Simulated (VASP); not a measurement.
Given:

```
InSb
1.0
    0.00000     3.31127     3.31127
    3.31127     0.00000     3.31127
    3.31127     3.31127     0.00000
In Sb
1 1
Cartesian
  0.00000   0.00000   0.00000
  1.65564   1.65564   1.65564
```

Calculation: r2SCAN meta-GGA, VASP's PBE PAW potentials (set 64) (plane waves; VASP). Numerical set-up: 520 eV cut-off, 10×10×10 Γ-centred mesh, first-order Methfessel-Paxton smearing of 0.10 eV, potentials In_d Sb.

Give the stress tensor in GPa (positive for a compressed cell).

```
-1.21   0.00   0.00
 0.00  -1.21   0.00
 0.00   0.00  -1.21
```
The pressure is its mean diagonal, -1.21 GPa.

The compound is InSb in the zinc blende structure. This cell is one point of a volume scan, at 1.03 of the reference volume.
